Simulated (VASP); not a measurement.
Input of a VASP 6.6.1 run:

Contents of INCAR:

```
SYSTEM = C
PREC     = Accurate       ! precision mode
ENCUT    = 520            ! plane-wave cutoff, eV
EDIFF    = 1E-7           ! SCF threshold, eV
ISMEAR   = 0              ! smearing method
SIGMA    = 0.02           ! smearing width, eV
LREAL    = .FALSE.        ! projectors in reciprocal space
LASPH    = .TRUE.         ! aspherical terms in the spheres
NELM     = 100            ! most SCF steps
ALGO     = Normal         ! electronic algorithm
ISIF     = 2              ! what is computed and relaxed
LWAVE    = .FALSE.        ! write WAVECAR
LCHARG   = .FALSE.        ! write CHGCAR
GGA      = PE             ! functional
NBANDS   = 11             ! bands
```

Contents of KPOINTS:

```
Automatic mesh
0
G
  6 6 6
  0 0 0
```

POSCAR

```
C                                       
1.0
    0.0000000000      1.7687520135      1.7687520135
    1.7687520135      0.0000000000      1.7687520135
    1.7687520135      1.7687520135      0.0000000000
  C             
     2
Direct
     0.0000000000000000    0.0000000000000000    0.0000000000000000
     0.2500000000000000    0.2500000000000000    0.2500000000000000
```

Potentials or basis: VASP PAW PBE potentials, release 64 (C).

Launch:

```console
$ cat potpaw_PBE.64/C/POTCAR > POTCAR
$ mpirun -np 1 vasp_std > vasp.out
```

Task: Predict the pressure.

Result: 14.0 GPa.

Task: Estimate the band gap on the k mesh.

Result: 4.21 eV, indirect (least direct gap 5.66 eV).

Caveat: the k mesh is coarse (spacing up to 0.51 Å⁻¹), so the values aren't converged. A k mesh can miss the band edges.
